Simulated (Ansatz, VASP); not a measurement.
# Ru (Ru(0001) film of 4 layers) in two plane-wave programs, part 2 of 2

Aim: how closely do two programs agree when they are given the same cell, functional and k mesh? Of the first pair: The structure shown is the start of the Ansatz relaxation below; VASP solves that cell, so the two are compared at the walk's first step.

VASP 6.6.1 and Ansatz 0.2.0.

So far. Step 3 (VASP: single point, PBEsol, start cell, pair 1): The run ends at a pressure of -3.58 GPa, with forces up to 1.1 eV/Å.

### 5. Ansatz: relaxation, PBEsol

Level of this step: Ansatz beside VASP: Kohn-Sham DFT, plane waves, PBEsol (Ansatz).

The two programs are compared at the cell with which this relaxation starts, whose forces are those of its first step.

The structure compared here is the start of the Ansatz relaxation; VASP solves that cell, so the two are compared at the walk's first step.

File input.yaml:

```yaml
crystal:
  lattice:
    - [2.6533747669, 0.0, 0.0]
    - [-1.3266873834, 2.2978899539, 0.0]
    - [0.0, 0.0, 36.8936184257]
  atoms:
    - { symbol: Ru, position: [0.3333333333, 0.6666666667, 0.152395785] }
    - { symbol: Ru, position: [0.6666666667, 0.3333333333, 0.2089888924] }
    - { symbol: Ru, position: [0.3333333333, 0.6666666667, 0.2666166662] }
    - { symbol: Ru, position: [0.6666666667, 0.3333333333, 0.3232097736] }
  periodic: [true, true, false]
kpoints:
  mp_grid: { grid: [12, 12, 1] }
hamiltonian:
  xc: pbesol
  pseudopotentials: { kind: paw, azcp: { folder: soft_1 }, xc_functional: pbe }
scf:
  occupations: { method: gaussian, width: 0.1 }
output:
  forces: true
  stress: true
  eigenvalues: true
  write_density: true
  write_potential: true
  elf: true
  volumetric_format: npy
relax:
  adjacent_minimum: "off"
  f_tol: 0.005
  max_steps: 80
  cell: { stress_2d_tol: 0.02 }
```

Run with:

```sh
$ ansatz run input.yaml --threads 4 --pin off --max-ram 20480MiB --backend cpu --events-out ev --progress --plain --runs-dir out
```

Numbers of over 12 decimals in the logs are rounded to 6 here.

Output:

```text
[...]
Crystal: 4 atoms, lattice volume = 224.946 Å³
Basis set: ecut = 420 eV, 4497 PW (Γ), exchange–correlation on 36×36×500 points (8 copies of the dense FFT grid, shifted against one another)
Bands: 39, of which v1, the nominal top of the filled ones, is band 32 counted from 1 (31 counted from 0)
Symmetry: 12 space group operations
[...]
k-points: 19 of 144
[...]
--- Relaxed structure (3 steps of the walk, 3 accepted, 1 SCFs on fresh bases) ---
[...]
cell:  # Å, volume = 225.1565 Å³
    - [2.654613, -2.8880945298643812e-11, 0]
    - [-1.327307, 2.298963, 0]
    - [0, 0, 36.8936184257]
  atoms:
    - { symbol: Ru, position: [0.333333, 0.666667, 0.152469] }
    - { symbol: Ru, position: [0.666667, 0.333333, 0.208780] }
    - { symbol: Ru, position: [0.333333, 0.666667, 0.266826] }
    - { symbol: Ru, position: [0.666667, 0.333333, 0.323137] }
[key lines of the parts left out:]
SCF converged after 7 iterations
Free energy (F): -23263.858605 eV
Fermi energy:    -5.231299 eV
P = ½ c Tr σ = 0.0148 N/m
```

### 6. VASP: single point, PBEsol, start cell, pair 2

The same cell, functional, mesh and smearing now go to VASP, with its own data sets.

File INCAR:

```
SYSTEM = Ru
PREC = Accurate
ENCUT = 400
EDIFF = 1E-06
NELM = 120
ISMEAR = 0
SIGMA = 0.1
LREAL = .FALSE.
ALGO = Normal
GGA = PS
NBANDS = 34
LASPH = .TRUE.
LORBIT = 11
LWAVE = .FALSE.
LCHARG = .FALSE.
ISIF = 2
LDIPOL = .TRUE.
IDIPOL = 3
DIPOL = 0.5 0.5 0.238
LVHAR = .TRUE.
GGA_COMPAT = .FALSE.
NELMDL = -8
KPAR = 2
```

File POSCAR:

```
Ru
1.0
    2.6533750000      0.0000000000      0.0000000000
   -1.3266870000      2.2978900000      0.0000000000
    0.0000000000      0.0000000000     36.8936180000
Ru
4
Direct
    0.3333332802      0.6666668117      0.1523957883
    0.6666663429      0.3333331883      0.2089888826
    0.3333332802      0.6666668117      0.2666166815
    0.6666663429      0.3333331883      0.3232097757
```

File KPOINTS:

```
Automatic mesh
0
Gamma
12 12 1
0 0 0
```

The projector-augmented-wave data sets are Ru_pv (PBE family, release 64).

Run with:

```sh
$ mpirun -np 2 vasp_std
```

Output:

```text
[banner, memory and clock lines left out]
running    2 mpi-ranks, on    1 nodes
[...]
[... a notice as in an earlier step ...]

 LDA part: xc-table for (Slater+PW92), standard interpolation
 POSCAR, INCAR and KPOINTS ok, starting setup
[...]
entering main loop
       N       E                     dE             d eps       ncg     rms          rms(c)
DAV:   1     0.383108824203E+03    0.38311E+03   -0.32148E+04  1876   0.119E+03
DAV:   2    -0.290874582949E+02   -0.41220E+03   -0.40346E+03  1492   0.364E+02
DAV:   3    -0.410583910690E+02   -0.11971E+02   -0.11503E+02  1570   0.581E+01
DAV:   4    -0.414692581962E+02   -0.41087E+00   -0.40435E+00  1728   0.860E+00
[...]
DAV:  25    -0.383431804833E+02   -0.40043E-05   -0.14423E-07   690   0.202E-03    0.355E-04
DAV:  26    -0.383431825583E+02   -0.20750E-05   -0.68821E-08   688   0.109E-03    0.327E-04
DAV:  27    -0.383431831384E+02   -0.58006E-06   -0.17155E-08   662   0.500E-04
   1 F= -.38343183E+02 E0= -.38332330E+02  d E =-.217071E-01
```

Parts of OUTCAR (step 6):

```text
  Total       -0.2235422     -0.2235422     -0.3502463     -0.0000000      0.0000000      0.0000000
  in kB       -1.5921759     -1.5921757     -2.4946236     -0.0000003      0.0000000      0.0000000
  external PRESSURE =      -1.8929917 kB  Pullay stress =       0.0000000 kB

 POSITION                                       TOTAL-FORCE (eV/Angst)
 -----------------------------------------------------------------------------------
     -0.00000      1.53193      5.62243        -0.000000      0.000000      0.075166
      1.32669      0.76596      7.71036        -0.000000     -0.000000     -0.210840
     -0.00000      1.53193      9.83645         0.000000      0.000000      0.210840
      1.32669      0.76596     11.92438         0.000000      0.000000     -0.075166
 -----------------------------------------------------------------------------------
    total drift:                                0.001754      0.000000      0.000539

  FREE ENERGIE OF THE ION-ELECTRON SYSTEM (eV)
  ---------------------------------------------------
  free  energy   TOTEN  =       -38.3431831384 eV

  energy  without entropy=      -38.3214760277  energy(sigma->0) =      -38.33232958

[... 3 further parts left out ...]
[key lines of the parts left out:]
E-fermi :  -0.8716
```

The run ends at a pressure of -0.19 GPa, with forces up to 0.21 eV/Å.

### 7. Comparison

What differs besides the data sets and the points named for the pairs above, as far as they apply: the data sets hold 64 valence electrons in Ansatz (on its PAW soft_1 files) and 56 in VASP. Total energies have different zeros and are not compared.

Forces (eV/Å; atoms numbered as in POSCAR):

```tsv
atom	Ansatz x, y, z	VASP x, y, z
Ru1	0.000, 0.000, 0.083	0.000, 0.000, 0.075
Ru2	0.000, 0.000, -0.211	0.000, 0.000, -0.211
Ru3	0.000, 0.000, 0.211	0.000, 0.000, 0.211
Ru4	0.000, 0.000, -0.083	0.000, 0.000, -0.075
```

The forces differ by 3.2 meV/Å r.m.s., which is 3.5 % of the r.m.s. force of 0.091 eV/Å (both taken over all components). With vacuum in the cell, a pressure given here is an average over mostly empty space and none of the material.

### 8. Ansatz: relaxation, PBEsol

This run makes the geometry at which the two programs are then compared.

The structure compared here is the end of the Ansatz relaxation.

input.yaml, the sections that differ from step 5:

```yaml
crystal:
  lattice:
    - [2.6546132699, 0.0, 0.0]
    - [-1.3273066349, 2.2989625289, 0.0]
    - [0.0, 0.0, 36.8936184257]
  atoms:
    - { symbol: Ru, position: [0.3333333333, 0.6666666667, 0.1524687031] }
    - { symbol: Ru, position: [0.6666666667, 0.3333333333, 0.2087795611] }
    - { symbol: Ru, position: [0.3333333333, 0.6666666667, 0.2668259975] }
    - { symbol: Ru, position: [0.6666666667, 0.3333333333, 0.3231368555] }
  periodic: [true, true, false]
scf:
  occupations: { method: methfessel_paxton, width: 0.2 }
relax:
  adjacent_minimum: "off"
  f_tol: 0.001
  max_steps: 60
  cell: { stress_2d_tol: 0.002 }
# kpoints, hamiltonian, output: as in step 5
```

Run with:

```sh
$ ansatz run input.yaml --threads 4 --pin off --max-ram 20480MiB --backend cpu --events-out ev --progress --plain --runs-dir out
```

Output:

```text
[...]
Crystal: 4 atoms, lattice volume = 225.156 Å³
Basis set: ecut = 420 eV, 4497 PW (Γ), exchange–correlation on 36×36×500 points (8 copies of the dense FFT grid, shifted against one another)
Bands: 39, of which v1, the nominal top of the filled ones, is band 32 counted from 1 (31 counted from 0)
Symmetry: 12 space group operations
[...]
k-points: 19 of 144
[...]
--- Relaxed structure (3 steps of the walk, 3 accepted, 1 SCFs on fresh bases) ---
[...]
cell:  # Å, volume = 225.1095 Å³
    - [2.654336, -2.886451468062433e-11, 0]
    - [-1.327168, 2.298723, 0]
    - [0, 0, 36.8936184257]
  atoms:
    - { symbol: Ru, position: [0.333333, 0.666667, 0.152457] }
    - { symbol: Ru, position: [0.666667, 0.333333, 0.208785] }
    - { symbol: Ru, position: [0.333333, 0.666667, 0.266821] }
    - { symbol: Ru, position: [0.666667, 0.333333, 0.323149] }
[key lines of the parts left out:]
SCF converged after 10 iterations
Free energy (F): -23263.847632 eV
Fermi energy:    -5.232975 eV
P = ½ c Tr σ = -0.0008 N/m
```

### 9. VASP: single point, PBEsol, relaxed cell, pair 3

The same cell, functional, mesh and smearing now go to VASP, with its own data sets.

INCAR, as its differences from that of step 6:

```diff
@@ -5,4 +5,4 @@
 NELM = 120
-ISMEAR = 0
-SIGMA = 0.1
+ISMEAR = 1
+SIGMA = 0.2
 LREAL = .FALSE.
```

File POSCAR:

```
Ru
1.0
    2.6543364707      0.0000000000      0.0000000000
   -1.3271682353      2.2987228138      0.0000000000
    0.0000000000      0.0000000000     36.8936184257
Ru
4
Direct
    0.3333333333      0.6666666667      0.1524568267
    0.6666666667      0.3333333333      0.2087845117
    0.3333333333      0.6666666667      0.2668210469
    0.6666666667      0.3333333333      0.3231487319
```

KPOINTS is that of step 6.

Run with:

```sh
$ mpirun -np 2 vasp_std
```

Output:

```text
[... set-up lines as in an earlier step ...]
 entering main loop
       N       E                     dE             d eps       ncg     rms          rms(c)
DAV:   1     0.385008329023E+03    0.38501E+03   -0.32029E+04  1870   0.118E+03
DAV:   2    -0.295162965909E+02   -0.41452E+03   -0.40613E+03  1504   0.366E+02
DAV:   3    -0.410999755840E+02   -0.11584E+02   -0.11229E+02  1570   0.583E+01
DAV:   4    -0.414675481237E+02   -0.36757E+00   -0.36254E+00  1782   0.839E+00
[...]
DAV:  25    -0.383339888581E+02   -0.49064E-05   -0.17367E-07   714   0.208E-03    0.257E-04
DAV:  26    -0.383339911458E+02   -0.22877E-05   -0.69334E-08   690   0.898E-04    0.375E-04
DAV:  27    -0.383339917857E+02   -0.63995E-06   -0.20514E-08   676   0.569E-04
   1 F= -.38333992E+02 E0= -.38334774E+02  d E =0.234762E-02
```

Parts of OUTCAR (step 9):

```text
  Total       -0.2822476     -0.2822476     -0.2730384     -0.0000000      0.0000000     -0.0000000
  in kB       -2.0088479     -2.0088479     -1.9433028     -0.0000000      0.0000000     -0.0000000
  external PRESSURE =      -1.9869996 kB  Pullay stress =       0.0000000 kB

 POSITION                                       TOTAL-FORCE (eV/Angst)
 -----------------------------------------------------------------------------------
     -0.00000      1.53248      5.62468         0.000000      0.000000     -0.009091
      1.32717      0.76624      7.70282         0.000000      0.000000      0.003194
     -0.00000      1.53248      9.84399        -0.000000     -0.000000     -0.003194
      1.32717      0.76624     11.92213        -0.000000      0.000000      0.009091
 -----------------------------------------------------------------------------------
    total drift:                               -0.000000      0.000000      0.000721

  FREE ENERGIE OF THE ION-ELECTRON SYSTEM (eV)
  ---------------------------------------------------
  free  energy   TOTEN  =       -38.3339917857 eV

  energy  without entropy=      -38.3363394088  energy(sigma->0) =      -38.33477433

[... 1 part as in an earlier step ...]

[... 2 further parts left out ...]
[key lines of the parts left out:]
E-fermi :  -0.8594
```

The run ends at a pressure of -0.20 GPa, with forces up to 0.0091 eV/Å.

### 10. Differences

What differs besides the data sets and the points named for the pairs above, as far as they apply: the data sets hold 64 valence electrons in Ansatz (on its PAW soft_1 files) and 56 in VASP. Total energies have different zeros and are not compared.

At this near-relaxed geometry the largest component of a force difference is 9 meV/Å. With vacuum in the cell, a pressure given here is an average over mostly empty space and none of the material.

### 11. Results

```yaml
r_m_s_force_difference_single_point_pbesol_start_cell_pair_1: 0.45 % of the r.m.s. force
r_m_s_force_difference_single_point_pbesol_start_cell_pair_2: 3.2 meV/Å
r_m_s_force_difference_single_point_pbesol_relaxed_cell_pair_3: 4.0 meV/Å
```

In words: The r.m.s. force difference is 4.0 meV/Å (single point, PBEsol, relaxed cell, pair 3), within the 12 meV/Å picked in this series as the mark of a large difference. The data sets hold unlike numbers of valence electrons (64 in Ansatz and 56 in VASP), so part of the differences comes from the potentials. 2 further runs of this series are not shown here. Such differences can come from data sets, numerical settings and the points named under the comparisons, not from the functional's error against experiment.

[Lines on the potential files, build, host, timing and source positions are cut from VASP's logs without a mark.]

[Logs are printed without paths, hosts, clocks, repeated set-up lines and the standing remarks that a program may print on its own settings, such as how far it seeks lower states.]

[Hosts, paths, dates, database ids (printed as entryN), source tags and the programs' standing remarks are cut or masked in the printed files.]
